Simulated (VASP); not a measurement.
Shape and ions are relaxed at each volume.

Data:

```cif
data_O2Zn2
_chemical_formula_sum 'Zn2 O2'
_space_group_name_H-M_alt 'P63mc'
_space_group_IT_number 186
_space_group_name_Hall 'P 6c -2c'
_cell_length_a 3.24405
_cell_length_b 3.24405
_cell_length_c 5.23809
_cell_angle_alpha 90.000
_cell_angle_beta 90.000
_cell_angle_gamma 120.000
loop_
_atom_site_label
_atom_site_type_symbol
_atom_site_symmetry_multiplicity
_atom_site_Wyckoff_symbol
_atom_site_fract_x
_atom_site_fract_y
_atom_site_fract_z
_atom_site_occupancy
Zn1 Zn 2 b 0.33333 0.66667 0.00164 1
O1 O 2 b 0.33333 0.66667 0.38036 1
```

These are AM05 GGA, VASP's PBE PAW potentials (set 64) (plane waves; VASP) values and carry that method's errors. Settings: 520 eV cut-off, 8×8×4 Γ-centred mesh, Gaussian smearing of 0.050 eV, potentials Zn O.

Task: Give the energy at these volumes per atom, relative to the lowest: 11.20, 11.56, 11.91, 12.27, 12.63 Å³.

Result: 22.3, 5.6, 0.0, 3.9, 15.9 meV/atom. A third-order Birch-Murnaghan fit gives B0 = 140 GPa and B0′ = 4.4.

Measured: bulk modulus 143 GPa (computed value off by -2.0 %), as given by Cormac Toher et al., Physical Review Materials (2017), arXiv:1611.05714. The calculation is for a static lattice, while the measured bulk modulus holds thermal and zero-point effects, which are part of the difference.

The compound is ZnO in the wurtzite structure. It was relaxed first.
